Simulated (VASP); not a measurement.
The system is Al.

```
Al
1.0
     0.00000    2.02481    2.02481
     2.02481    0.00000    2.02481
     2.02481    2.02481    0.00000
Al
1
Cartesian
  0.0000 0.0000 0.0000
```

| Property | Result |
| --- | --- |
| Program | VASP 6.6.1 |
| Task | relaxation of cell and atoms |
| Functional | AM05 |
| Potentials or basis | VASP PAW PBE potentials, release 64 (Al) |
| Cutoff | 600 eV |
| k mesh | 16 × 16 × 16 |
| Occupations | methfessel-paxton, width 0.1 eV |
| Spin | no spin polarisation |

At the start: pressure -2.6 GPa; volume 16.60 Å³/atom.

Q: Where does the relaxation end?

A: Over 3 steps the energy falls by 4.2 meV/atom and the volume is 16.09 Å³/atom (-3.1 %); space group Fm-3m (No. 225, to 0.05 Å).

Step by step:
| step | energy change (eV) | largest force (eV/Å) | pressure (GPa) | volume (Å³) |
| --- | --- | --- | --- | --- |
| 1 | 0.0000 | 0.0000 | -2.58 | 16.60 |
| 2 | -0.0040 | 0.0000 | 0.68 | 15.97 |
| 3 | -0.0042 | 0.0000 | 0.01 | 16.09 |

Final structure:
```
CELL_PARAMETERS angstrom
0.00000 2.00372 2.00372
2.00372 0.00000 2.00372
2.00372 2.00372 0.00000
ATOMIC_POSITIONS crystal
Al 0.00000 0.00000 0.00000
```

Caveat: the PAW data sets were made with another functional, which shifts forces and pressure a little.
